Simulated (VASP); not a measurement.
Data:

```yaml
crystal:
  lattice:
    - [4.57000, 0.00000, 0.00000]
    - [0.00000, 4.57000, 0.00000]
    - [0.00000, 0.00000, 4.57000]
  atoms:
    - { symbol: Cs, position: [0.00000, 0.00000, 0.00000] }
    - { symbol: I, position: [0.50000, 0.50000, 0.50000] }
```

These are PBE GGA, VASP's PBE PAW potentials (set 64) (plane waves; VASP) values and carry that method's errors. Run with LASPH = .FALSE., 400 eV cut-off, 5×5×5 Γ-centred mesh, Gaussian smearing of 0.050 eV, potentials Cs_sv I.

Problem. What does the run give for the energy per atom (σ→0)?

Solution. 
- energy per atom (σ→0) = -2.714 eV/atom

The absolute energy has meaning only against runs of the same code, potentials and settings.

The compound is CsI in the CsCl type structure. The cell was not relaxed at this level. The run is one of a series of settings (LASPH = .FALSE. against the base run), some of them coarse on purpose.
